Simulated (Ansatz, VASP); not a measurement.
# Cross-check of Sn between VASP and Ansatz, part 2 of 4

One calculation is typed for both programs; each brings its own data sets. How far apart do they land? The structure shown is the end of the Ansatz relaxation below.

VASP 6.6.1 and Ansatz 0.2.0.

So far: The starting structure; Ansatz: relaxation, LDA.

### Step 3. VASP: single point, LDA, pair 1

Level of this step: LDA; plane waves and PAW (Sn_d) (VASP).

The same cell, functional (in two slightly different forms), mesh and smearing now go to VASP, with its own data sets.

Lines of VASP's logs that name or quote its potential files are left out, and so is its time.

Contents of INCAR:

```
SYSTEM = Sn
PREC = Accurate
ENCUT = 500
EDIFF = 1E-06
NELM = 120
ISMEAR = 0
SIGMA = 0.015
LREAL = .FALSE.
ALGO = Normal
GGA = CA
NBANDS = 20
LORBIT = 11
LWAVE = .FALSE.
LCHARG = .FALSE.
ISIF = 2
ISYM = 2
LASPH = .TRUE.
GGA_COMPAT = .FALSE.
KPAR = 2
```

Contents of POSCAR:

```
Sn
1.0
    0.0000000000      3.2701146894      3.1389802289
    3.2701146894      0.0000000000      3.1389802289
    3.2701146894      3.2701146894      0.0000000000
Sn
2
Direct
    0.4998778311      0.4998778311      0.5000643814
    0.7501221689      0.7501221689      0.7499356186
```

Contents of KPOINTS:

```
Points of the shifted mesh
1728
Reciprocal
 0.0416666667  0.0416666667  0.0416666667 1
 0.0416666667  0.0416666667  0.1250000000 1
 0.0416666667  0.0416666667  0.2083333333 1
 0.0416666667  0.0416666667  0.2916666667 1
 0.0416666667  0.0416666667  0.3750000000 1
 0.0416666667  0.0416666667  0.4583333333 1
 0.0416666667  0.0416666667  0.5416666667 1
 0.0416666667  0.0416666667  0.6250000000 1
 0.0416666667  0.0416666667  0.7083333333 1
 0.0416666667  0.0416666667  0.7916666667 1
 0.0416666667  0.0416666667  0.8750000000 1
 0.0416666667  0.0416666667  0.9583333333 1
 0.0416666667  0.1250000000  0.0416666667 1
 0.0416666667  0.1250000000  0.1250000000 1
 0.0416666667  0.1250000000  0.2083333333 1
 0.0416666667  0.1250000000  0.2916666667 1
 0.0416666667  0.1250000000  0.3750000000 1
 0.0416666667  0.1250000000  0.4583333333 1
 0.0416666667  0.1250000000  0.5416666667 1
 0.0416666667  0.1250000000  0.6250000000 1
 0.0416666667  0.1250000000  0.7083333333 1
 0.0416666667  0.1250000000  0.7916666667 1
 0.0416666667  0.1250000000  0.8750000000 1
 0.0416666667  0.1250000000  0.9583333333 1
 0.0416666667  0.2083333333  0.0416666667 1
 0.0416666667  0.2083333333  0.1250000000 1
 0.0416666667  0.2083333333  0.2083333333 1
 0.0416666667  0.2083333333  0.2916666667 1
 0.0416666667  0.2083333333  0.3750000000 1
 0.0416666667  0.2083333333  0.4583333333 1
 0.0416666667  0.2083333333  0.5416666667 1
 0.0416666667  0.2083333333  0.6250000000 1
 0.0416666667  0.2083333333  0.7083333333 1
 0.0416666667  0.2083333333  0.7916666667 1
 0.0416666667  0.2083333333  0.8750000000 1
 0.0416666667  0.2083333333  0.9583333333 1
 0.0416666667  0.2916666667  0.0416666667 1
 0.0416666667  0.2916666667  0.1250000000 1
 0.0416666667  0.2916666667  0.2083333333 1
 0.0416666667  0.2916666667  0.2916666667 1
 0.0416666667  0.2916666667  0.3750000000 1
 0.0416666667  0.2916666667  0.4583333333 1
 0.0416666667  0.2916666667  0.5416666667 1
 0.0416666667  0.2916666667  0.6250000000 1
 0.0416666667  0.2916666667  0.7083333333 1
 0.0416666667  0.2916666667  0.7916666667 1
 0.0416666667  0.2916666667  0.8750000000 1
 0.0416666667  0.2916666667  0.9583333333 1
 0.0416666667  0.3750000000  0.0416666667 1
 0.0416666667  0.3750000000  0.1250000000 1
 0.0416666667  0.3750000000  0.2083333333 1
 0.0416666667  0.3750000000  0.2916666667 1
 0.0416666667  0.3750000000  0.3750000000 1
 0.0416666667  0.3750000000  0.4583333333 1
 0.0416666667  0.3750000000  0.5416666667 1
 0.0416666667  0.3750000000  0.6250000000 1
 0.0416666667  0.3750000000  0.7083333333 1
 0.0416666667  0.3750000000  0.7916666667 1
 0.0416666667  0.3750000000  0.8750000000 1
 0.0416666667  0.3750000000  0.9583333333 1
 0.0416666667  0.4583333333  0.0416666667 1
 0.0416666667  0.4583333333  0.1250000000 1
 0.0416666667  0.4583333333  0.2083333333 1
 0.0416666667  0.4583333333  0.2916666667 1
 0.0416666667  0.4583333333  0.3750000000 1
 0.0416666667  0.4583333333  0.4583333333 1
 0.0416666667  0.4583333333  0.5416666667 1
 0.0416666667  0.4583333333  0.6250000000 1
 0.0416666667  0.4583333333  0.7083333333 1
 0.0416666667  0.4583333333  0.7916666667 1
 0.0416666667  0.4583333333  0.8750000000 1
 0.0416666667  0.4583333333  0.9583333333 1
 0.0416666667  0.5416666667  0.0416666667 1
 0.0416666667  0.5416666667  0.1250000000 1
 0.0416666667  0.5416666667  0.2083333333 1
 0.0416666667  0.5416666667  0.2916666667 1
 0.0416666667  0.5416666667  0.3750000000 1
 0.0416666667  0.5416666667  0.4583333333 1
 0.0416666667  0.5416666667  0.5416666667 1
 0.0416666667  0.5416666667  0.6250000000 1
 0.0416666667  0.5416666667  0.7083333333 1
 0.0416666667  0.5416666667  0.7916666667 1
 0.0416666667  0.5416666667  0.8750000000 1
 0.0416666667  0.5416666667  0.9583333333 1
 0.0416666667  0.6250000000  0.0416666667 1
 0.0416666667  0.6250000000  0.1250000000 1
 0.0416666667  0.6250000000  0.2083333333 1
 0.0416666667  0.6250000000  0.2916666667 1
 0.0416666667  0.6250000000  0.3750000000 1
 0.0416666667  0.6250000000  0.4583333333 1
 0.0416666667  0.6250000000  0.5416666667 1
 0.0416666667  0.6250000000  0.6250000000 1
 0.0416666667  0.6250000000  0.7083333333 1
 0.0416666667  0.6250000000  0.7916666667 1
 0.0416666667  0.6250000000  0.8750000000 1
 0.0416666667  0.6250000000  0.9583333333 1
 0.0416666667  0.7083333333  0.0416666667 1
 0.0416666667  0.7083333333  0.1250000000 1
 0.0416666667  0.7083333333  0.2083333333 1
 0.0416666667  0.7083333333  0.2916666667 1
 0.0416666667  0.7083333333  0.3750000000 1
 0.0416666667  0.7083333333  0.4583333333 1
 0.0416666667  0.7083333333  0.5416666667 1
 0.0416666667  0.7083333333  0.6250000000 1
 0.0416666667  0.7083333333  0.7083333333 1
 0.0416666667  0.7083333333  0.7916666667 1
 0.0416666667  0.7083333333  0.8750000000 1
 0.0416666667  0.7083333333  0.9583333333 1
 0.0416666667  0.7916666667  0.0416666667 1
 0.0416666667  0.7916666667  0.1250000000 1
 0.0416666667  0.7916666667  0.2083333333 1
 0.0416666667  0.7916666667  0.2916666667 1
[... 1390 lines left out ...]
 0.8750000000  0.4583333333  0.1250000000 1
 0.8750000000  0.4583333333  0.2083333333 1
 0.8750000000  0.4583333333  0.2916666667 1
 0.8750000000  0.4583333333  0.3750000000 1
 0.8750000000  0.4583333333  0.4583333333 1
 0.8750000000  0.4583333333  0.5416666667 1
 0.8750000000  0.4583333333  0.6250000000 1
 0.8750000000  0.4583333333  0.7083333333 1
 0.8750000000  0.4583333333  0.7916666667 1
 0.8750000000  0.4583333333  0.8750000000 1
 0.8750000000  0.4583333333  0.9583333333 1
 0.8750000000  0.5416666667  0.0416666667 1
 0.8750000000  0.5416666667  0.1250000000 1
 0.8750000000  0.5416666667  0.2083333333 1
 0.8750000000  0.5416666667  0.2916666667 1
 0.8750000000  0.5416666667  0.3750000000 1
 0.8750000000  0.5416666667  0.4583333333 1
 0.8750000000  0.5416666667  0.5416666667 1
 0.8750000000  0.5416666667  0.6250000000 1
 0.8750000000  0.5416666667  0.7083333333 1
 0.8750000000  0.5416666667  0.7916666667 1
 0.8750000000  0.5416666667  0.8750000000 1
 0.8750000000  0.5416666667  0.9583333333 1
 0.8750000000  0.6250000000  0.0416666667 1
 0.8750000000  0.6250000000  0.1250000000 1
 0.8750000000  0.6250000000  0.2083333333 1
 0.8750000000  0.6250000000  0.2916666667 1
 0.8750000000  0.6250000000  0.3750000000 1
 0.8750000000  0.6250000000  0.4583333333 1
 0.8750000000  0.6250000000  0.5416666667 1
 0.8750000000  0.6250000000  0.6250000000 1
 0.8750000000  0.6250000000  0.7083333333 1
 0.8750000000  0.6250000000  0.7916666667 1
 0.8750000000  0.6250000000  0.8750000000 1
 0.8750000000  0.6250000000  0.9583333333 1
 0.8750000000  0.7083333333  0.0416666667 1
 0.8750000000  0.7083333333  0.1250000000 1
 0.8750000000  0.7083333333  0.2083333333 1
 0.8750000000  0.7083333333  0.2916666667 1
 0.8750000000  0.7083333333  0.3750000000 1
 0.8750000000  0.7083333333  0.4583333333 1
 0.8750000000  0.7083333333  0.5416666667 1
 0.8750000000  0.7083333333  0.6250000000 1
 0.8750000000  0.7083333333  0.7083333333 1
 0.8750000000  0.7083333333  0.7916666667 1
 0.8750000000  0.7083333333  0.8750000000 1
 0.8750000000  0.7083333333  0.9583333333 1
 0.8750000000  0.7916666667  0.0416666667 1
 0.8750000000  0.7916666667  0.1250000000 1
 0.8750000000  0.7916666667  0.2083333333 1
 0.8750000000  0.7916666667  0.2916666667 1
 0.8750000000  0.7916666667  0.3750000000 1
 0.8750000000  0.7916666667  0.4583333333 1
 0.8750000000  0.7916666667  0.5416666667 1
 0.8750000000  0.7916666667  0.6250000000 1
 0.8750000000  0.7916666667  0.7083333333 1
 0.8750000000  0.7916666667  0.7916666667 1
 0.8750000000  0.7916666667  0.8750000000 1
 0.8750000000  0.7916666667  0.9583333333 1
 0.8750000000  0.8750000000  0.0416666667 1
 0.8750000000  0.8750000000  0.1250000000 1
 0.8750000000  0.8750000000  0.2083333333 1
 0.8750000000  0.8750000000  0.2916666667 1
 0.8750000000  0.8750000000  0.3750000000 1
 0.8750000000  0.8750000000  0.4583333333 1
 0.8750000000  0.8750000000  0.5416666667 1
 0.8750000000  0.8750000000  0.6250000000 1
 0.8750000000  0.8750000000  0.7083333333 1
 0.8750000000  0.8750000000  0.7916666667 1
 0.8750000000  0.8750000000  0.8750000000 1
 0.8750000000  0.8750000000  0.9583333333 1
 0.8750000000  0.9583333333  0.0416666667 1
 0.8750000000  0.9583333333  0.1250000000 1
 0.8750000000  0.9583333333  0.2083333333 1
 0.8750000000  0.9583333333  0.2916666667 1
 0.8750000000  0.9583333333  0.3750000000 1
 0.8750000000  0.9583333333  0.4583333333 1
 0.8750000000  0.9583333333  0.5416666667 1
 0.8750000000  0.9583333333  0.6250000000 1
 0.8750000000  0.9583333333  0.7083333333 1
 0.8750000000  0.9583333333  0.7916666667 1
 0.8750000000  0.9583333333  0.8750000000 1
 0.8750000000  0.9583333333  0.9583333333 1
 0.9583333333  0.0416666667  0.0416666667 1
 0.9583333333  0.0416666667  0.1250000000 1
 0.9583333333  0.0416666667  0.2083333333 1
 0.9583333333  0.0416666667  0.2916666667 1
 0.9583333333  0.0416666667  0.3750000000 1
 0.9583333333  0.0416666667  0.4583333333 1
 0.9583333333  0.0416666667  0.5416666667 1
 0.9583333333  0.0416666667  0.6250000000 1
 0.9583333333  0.0416666667  0.7083333333 1
 0.9583333333  0.0416666667  0.7916666667 1
 0.9583333333  0.0416666667  0.8750000000 1
 0.9583333333  0.0416666667  0.9583333333 1
 0.9583333333  0.1250000000  0.0416666667 1
 0.9583333333  0.1250000000  0.1250000000 1
 0.9583333333  0.1250000000  0.2083333333 1
 0.9583333333  0.1250000000  0.2916666667 1
 0.9583333333  0.1250000000  0.3750000000 1
 0.9583333333  0.1250000000  0.4583333333 1
 0.9583333333  0.1250000000  0.5416666667 1
 0.9583333333  0.1250000000  0.6250000000 1
 0.9583333333  0.1250000000  0.7083333333 1
 0.9583333333  0.1250000000  0.7916666667 1
 0.9583333333  0.1250000000  0.8750000000 1
 0.9583333333  0.1250000000  0.9583333333 1
 0.9583333333  0.2083333333  0.0416666667 1
 0.9583333333  0.2083333333  0.1250000000 1
 0.9583333333  0.2083333333  0.2083333333 1
 0.9583333333  0.2083333333  0.2916666667 1
 0.9583333333  0.2083333333  0.3750000000 1
 0.9583333333  0.2083333333  0.4583333333 1
 0.9583333333  0.2083333333  0.5416666667 1
 0.9583333333  0.2083333333  0.6250000000 1
 0.9583333333  0.2083333333  0.7083333333 1
 0.9583333333  0.2083333333  0.7916666667 1
 0.9583333333  0.2083333333  0.8750000000 1
 0.9583333333  0.2083333333  0.9583333333 1
 0.9583333333  0.2916666667  0.0416666667 1
 0.9583333333  0.2916666667  0.1250000000 1
 0.9583333333  0.2916666667  0.2083333333 1
 0.9583333333  0.2916666667  0.2916666667 1
 0.9583333333  0.2916666667  0.3750000000 1
 0.9583333333  0.2916666667  0.4583333333 1
 0.9583333333  0.2916666667  0.5416666667 1
 0.9583333333  0.2916666667  0.6250000000 1
 0.9583333333  0.2916666667  0.7083333333 1
 0.9583333333  0.2916666667  0.7916666667 1
 0.9583333333  0.2916666667  0.8750000000 1
 0.9583333333  0.2916666667  0.9583333333 1
 0.9583333333  0.3750000000  0.0416666667 1
 0.9583333333  0.3750000000  0.1250000000 1
 0.9583333333  0.3750000000  0.2083333333 1
 0.9583333333  0.3750000000  0.2916666667 1
 0.9583333333  0.3750000000  0.3750000000 1
 0.9583333333  0.3750000000  0.4583333333 1
 0.9583333333  0.3750000000  0.5416666667 1
 0.9583333333  0.3750000000  0.6250000000 1
 0.9583333333  0.3750000000  0.7083333333 1
 0.9583333333  0.3750000000  0.7916666667 1
 0.9583333333  0.3750000000  0.8750000000 1
 0.9583333333  0.3750000000  0.9583333333 1
 0.9583333333  0.4583333333  0.0416666667 1
 0.9583333333  0.4583333333  0.1250000000 1
 0.9583333333  0.4583333333  0.2083333333 1
 0.9583333333  0.4583333333  0.2916666667 1
 0.9583333333  0.4583333333  0.3750000000 1
 0.9583333333  0.4583333333  0.4583333333 1
 0.9583333333  0.4583333333  0.5416666667 1
 0.9583333333  0.4583333333  0.6250000000 1
 0.9583333333  0.4583333333  0.7083333333 1
 0.9583333333  0.4583333333  0.7916666667 1
 0.9583333333  0.4583333333  0.8750000000 1
 0.9583333333  0.4583333333  0.9583333333 1
 0.9583333333  0.5416666667  0.0416666667 1
 0.9583333333  0.5416666667  0.1250000000 1
 0.9583333333  0.5416666667  0.2083333333 1
 0.9583333333  0.5416666667  0.2916666667 1
 0.9583333333  0.5416666667  0.3750000000 1
 0.9583333333  0.5416666667  0.4583333333 1
 0.9583333333  0.5416666667  0.5416666667 1
 0.9583333333  0.5416666667  0.6250000000 1
 0.9583333333  0.5416666667  0.7083333333 1
 0.9583333333  0.5416666667  0.7916666667 1
 0.9583333333  0.5416666667  0.8750000000 1
 0.9583333333  0.5416666667  0.9583333333 1
 0.9583333333  0.6250000000  0.0416666667 1
 0.9583333333  0.6250000000  0.1250000000 1
 0.9583333333  0.6250000000  0.2083333333 1
 0.9583333333  0.6250000000  0.2916666667 1
 0.9583333333  0.6250000000  0.3750000000 1
 0.9583333333  0.6250000000  0.4583333333 1
 0.9583333333  0.6250000000  0.5416666667 1
 0.9583333333  0.6250000000  0.6250000000 1
 0.9583333333  0.6250000000  0.7083333333 1
 0.9583333333  0.6250000000  0.7916666667 1
 0.9583333333  0.6250000000  0.8750000000 1
 0.9583333333  0.6250000000  0.9583333333 1
 0.9583333333  0.7083333333  0.0416666667 1
 0.9583333333  0.7083333333  0.1250000000 1
 0.9583333333  0.7083333333  0.2083333333 1
 0.9583333333  0.7083333333  0.2916666667 1
 0.9583333333  0.7083333333  0.3750000000 1
 0.9583333333  0.7083333333  0.4583333333 1
 0.9583333333  0.7083333333  0.5416666667 1
 0.9583333333  0.7083333333  0.6250000000 1
 0.9583333333  0.7083333333  0.7083333333 1
 0.9583333333  0.7083333333  0.7916666667 1
 0.9583333333  0.7083333333  0.8750000000 1
 0.9583333333  0.7083333333  0.9583333333 1
 0.9583333333  0.7916666667  0.0416666667 1
 0.9583333333  0.7916666667  0.1250000000 1
 0.9583333333  0.7916666667  0.2083333333 1
 0.9583333333  0.7916666667  0.2916666667 1
 0.9583333333  0.7916666667  0.3750000000 1
 0.9583333333  0.7916666667  0.4583333333 1
 0.9583333333  0.7916666667  0.5416666667 1
 0.9583333333  0.7916666667  0.6250000000 1
 0.9583333333  0.7916666667  0.7083333333 1
 0.9583333333  0.7916666667  0.7916666667 1
 0.9583333333  0.7916666667  0.8750000000 1
 0.9583333333  0.7916666667  0.9583333333 1
 0.9583333333  0.8750000000  0.0416666667 1
 0.9583333333  0.8750000000  0.1250000000 1
 0.9583333333  0.8750000000  0.2083333333 1
 0.9583333333  0.8750000000  0.2916666667 1
 0.9583333333  0.8750000000  0.3750000000 1
 0.9583333333  0.8750000000  0.4583333333 1
 0.9583333333  0.8750000000  0.5416666667 1
 0.9583333333  0.8750000000  0.6250000000 1
 0.9583333333  0.8750000000  0.7083333333 1
 0.9583333333  0.8750000000  0.7916666667 1
 0.9583333333  0.8750000000  0.8750000000 1
 0.9583333333  0.8750000000  0.9583333333 1
 0.9583333333  0.9583333333  0.0416666667 1
 0.9583333333  0.9583333333  0.1250000000 1
 0.9583333333  0.9583333333  0.2083333333 1
 0.9583333333  0.9583333333  0.2916666667 1
 0.9583333333  0.9583333333  0.3750000000 1
 0.9583333333  0.9583333333  0.4583333333 1
 0.9583333333  0.9583333333  0.5416666667 1
 0.9583333333  0.9583333333  0.6250000000 1
 0.9583333333  0.9583333333  0.7083333333 1
 0.9583333333  0.9583333333  0.7916666667 1
 0.9583333333  0.9583333333  0.8750000000 1
 0.9583333333  0.9583333333  0.9583333333 1
```

PAW data sets: Sn_d (LDA family, release 64).

On the command line:

```console
> mpirun -np 2 vasp_std
```

Output:

```text
[banner, memory and clock lines left out]
running    2 mpi-ranks, on    1 nodes
 distrk:  each k-point on    1 cores,    2 groups
 distr:  one band on    1 cores,    1 groups

 POSCAR found type information on POSCAR Sn
 POSCAR found :  1 types and       2 ions
 LDA part: xc-table for (Slater(with rela. corr.)+CA(PZ))
 , standard interpolation
 POSCAR, INCAR and KPOINTS ok, starting setup
 FFT: planning ... GRIDC
 FFT: planning ... GRID_SOFT
 FFT: planning ... GRID
 WAVECAR not read
 entering main loop
       N       E                     dE             d eps       ncg     rms          rms(c)
DAV:   1     0.222692712865E+03    0.22269E+03   -0.14784E+04 69556   0.201E+03
DAV:   2     0.147900161328E+02   -0.20790E+03   -0.20406E+03 69348   0.442E+02
DAV:   3    -0.829194910580E+01   -0.23082E+02   -0.22943E+02 79024   0.143E+02
DAV:   4    -0.904067953790E+01   -0.74873E+00   -0.74834E+00 78556   0.293E+01
DAV:   5    -0.906664171545E+01   -0.25962E-01   -0.25962E-01 94408   0.534E+00    0.339E+00
DAV:   6    -0.897768410365E+01    0.88958E-01   -0.44022E-02 87272   0.230E+00    0.190E+00
DAV:   7    -0.893384094649E+01    0.43843E-01   -0.64780E-02 72020   0.229E+00    0.148E-01
DAV:   8    -0.893443848298E+01   -0.59754E-03   -0.55549E-03 79652   0.841E-01    0.558E-02
DAV:   9    -0.893452830788E+01   -0.89825E-04   -0.18404E-04 91984   0.104E-01    0.154E-02
DAV:  10    -0.893452748980E+01    0.81808E-06   -0.15946E-05 93320   0.461E-02    0.415E-03
DAV:  11    -0.893452789218E+01   -0.40238E-06   -0.11727E-06 60464   0.782E-03
   1 F= -.89345279E+01 E0= -.89345143E+01  d E =-.272839E-04
```

Parts of OUTCAR (step 3):

```text
ion  position               nearest neighbor table
   1  0.500  0.500  0.500-   2 2.79   2 2.79   2 2.80   2 2.80
   2  0.750  0.750  0.750-   1 2.79   1 2.79   1 2.80   1 2.80

  LATTYP: Found a body centered tetragonal cell.
 ALAT       =     4.6246405443
 C/A-ratio  =     1.3575023610

 Subroutine GETGRP returns: Found  4 space group operations
 (whereof  2 operations were pure point group operations)

The static configuration has the point symmetry C_1h.
 The point group associated with its full space group is C_2h.

   k-points           NKPTS =   1728   k-points in BZ     NKDIM =   1728   number of bands    NBANDS=     20

   dimension x,y,z NGX =    36 NGY =   36 NGZ =   36
   dimension x,y,z NGXF=    72 NGYF=   72 NGZF=   72

   ENCUT  =  500.0 eV  36.75 Ry    6.06 a.u.   8.26  8.26  8.43*2*pi/ulx,y,z

   NELECT =      28.0000    total number of electrons

 k-points in reciprocal lattice and weights: Points of the shifted mesh
   0.04166667  0.04166667  0.04166667       0.001
   0.04166667  0.04166667  0.12500000       0.001
   0.04166667  0.04166667  0.20833333       0.001
   0.04166667  0.04166667  0.29166667       0.001
   0.04166667  0.04166667  0.37500000       0.001
   0.04166667  0.04166667  0.45833333       0.001
   0.04166667  0.04166667  0.54166667       0.001
   0.04166667  0.04166667  0.62500000       0.001
   0.04166667  0.04166667  0.70833333       0.001
[...]
0.95833333  0.95833333  0.87500000       0.001
   0.95833333  0.95833333  0.95833333       0.001

 average (electrostatic) potential at core
       1-101.2285       2-101.2285

 E-fermi :   5.5772

 k-point     1 :       0.0417    0.0417    0.0417
  band No.  band energies     occupation
    ...
      9     -15.6840      2.00000
     10     -15.6826      2.00000
     11      -5.1907      2.00000
     12       4.5521      2.00000
     13       5.5104      2.00000
     14       5.6439      0.00000
     15       5.8950      0.00000
     16       7.6475      0.00000
     17       7.8206      0.00000
     18       7.8345      0.00000
    ...

 k-point     2 :       0.0417    0.0417    0.1250
  band No.  band energies     occupation
    ...
     10     -15.6713      2.00000
     11      -5.1013      2.00000
     12       3.6602      2.00000
     13       5.3329      2.00000
     14       5.4306      2.00000
     15       6.2233      0.00000
     16       7.9154      0.00000
     17       8.0278      0.00000
     18       8.2020      0.00000
     19      11.0034      0.00000
    ...

 k-point     3 :       0.0417    0.0417    0.2083
  band No.  band energies     occupation
    ...
     10     -15.6612      2.00000
     11      -4.8784      2.00000
     12       2.4507      2.00000
     13       4.9294      2.00000
     14       5.1370      2.00000
     15       6.2173      0.00000
     16       8.2443      0.00000
     17       8.4850      0.00000
     18       9.0991      0.00000
     19      11.6996      0.00000
    ...

  Total        0.0120540      0.0120540      0.5437393     -0.0275452     -0.0128970     -0.0128969
  in kB        0.2876728      0.2876728     12.9764766     -0.6573736     -0.3077894     -0.3077881
  external PRESSURE =       4.5172741 kB  Pullay stress =       0.0000000 kB

  energy-cutoff  :      500.00
  volume of cell :       67.13
      direct lattice vectors                 reciprocal lattice vectors
     0.000000000  3.270114689  3.138980229    -0.152899836  0.152899836  0.159287400
     3.270114689  0.000000000  3.138980229     0.152899836 -0.152899836  0.159287400
     3.270114689  3.270114689  0.000000000     0.152899836  0.152899836 -0.159287400

 POSITION                                       TOTAL-FORCE (eV/Angst)
 -----------------------------------------------------------------------------------
      3.26993      3.26993      3.13821         0.000586      0.000586      0.001476
      4.90536      4.90536      4.70924        -0.000586     -0.000586     -0.001476
 -----------------------------------------------------------------------------------
    total drift:                                0.000000      0.000000      0.000000

  FREE ENERGIE OF THE ION-ELECTRON SYSTEM (eV)
  ---------------------------------------------------
  free  energy   TOTEN  =        -8.9345278922 eV

  energy  without entropy=       -8.9345006083  energy(sigma->0) =       -8.93451425

 total charge
# of ion       s       p       d       tot
------------------------------------------
    1        1.175   1.235   9.969  12.379
    2        1.175   1.235   9.969  12.379
--------------------------------------------------
tot          2.351   2.469  19.939  24.759

[... 3 further parts left out ...]
```

The run ends at a pressure of 0.45 GPa, with forces up to 0.0017 eV/Å.

(Continued in part 3 of 4.)

[Lines on the potential files, build, host, timing and source positions are cut from VASP's logs without a mark.]

[Logs are printed without paths, hosts, clocks, repeated set-up lines and the standing remarks that a program may print on its own settings, such as how far it seeks lower states.]

[Hosts, paths, dates, database ids (printed as entryN), source tags and the programs' standing remarks are cut or masked in the printed files.]
